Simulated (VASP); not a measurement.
A 71-atom supercell of AlN (wurtzite) holds N vacancy in charge state +2. It is relaxed twice, with the total moment held at 1 and at 3 μB. Calculation: PBE GGA, VASP's PBE PAW potentials (set 64) (plane waves; VASP 6.6.1). Run with PREC = Normal, LREAL = Auto, ISYM = 0, NELECT = 281.0, EDIFF = 1E-5, 400 eV cut-off, 1×1×1 Γ-centred mesh, Gaussian smearing of 0.050 eV, potentials Al N.

The cell is charged, with a uniform compensating background. The supercell is sampled at Γ alone, which is coarse: total energies, pressure and levels can be off, energies of defects by several tenths of an eV.

Q: Which spin state lies lower, and by how much?

A: The state with 1 μB lies lower, by 3.71 eV.

The cell is a supercell with a defect, built from AlN (wurtzite).
